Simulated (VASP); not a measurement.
Crystal: TaSbSe.

```
CELL_PARAMETERS angstrom
3.62961 0.00000 0.00000
0.00000 3.62961 0.00000
0.00000 0.00000 5.63455
ATOMIC_POSITIONS crystal
Ta 0.00000 0.00000 0.00000
Sb 0.00000 0.00000 0.50000
Se 0.50000 0.50000 0.00000
```

The cell was built by a generator and needn't be a form met in nature.

- Program: VASP 6.6.1
- Task: relaxation of cell and atoms
- Functional: BLYP
- Dispersion: D3(BJ)
- Potentials or basis: VASP PAW PBE potentials, release 64 (Ta_pv, Sb, Se)
- Cutoff: 600 eV
- k mesh: 7 × 7 × 5
- Occupations: fermi-dirac, width 0.05 eV
- Spin: no spin polarisation

At the start: pressure -1.6 GPa; volume 24.74 Å³/atom.

Task: How do energy, volume and symmetry change on relaxing?

Result: Over 4 steps the energy falls by 2.5 meV/atom and the volume is 24.33 Å³/atom (-1.7 %); space group P4/mmm (No. 123, to 0.05 Å).

Step by step:
| step | energy change (eV) | largest force (eV/Å) | pressure (GPa) | volume (Å³) |
| --- | --- | --- | --- | --- |
| 1 | 0.0000 | 0.0000 | -1.58 | 74.23 |
| 2 | 0.0005 | 0.0000 | 1.91 | 71.64 |
| 3 | -0.0071 | 0.0000 | 0.08 | 72.94 |
| 4 | -0.0074 | 0.0000 | 0.01 | 72.99 |

Final structure:
```
Ta Sb Se
1.0
     3.61853    0.00000    0.00000
     0.00000    3.61853    0.00000
     0.00000    0.00000    5.57461
Ta Sb Se
1 1 1
Direct
  0.00000 0.00000 0.00000
  0.00000 0.00000 0.50000
  0.50000 0.50000 0.00000
```

Caveat: the PAW data sets were made with another functional, which shifts forces and pressure a little; pairwise dispersion overbinds metals, which lowers pressure and volume.
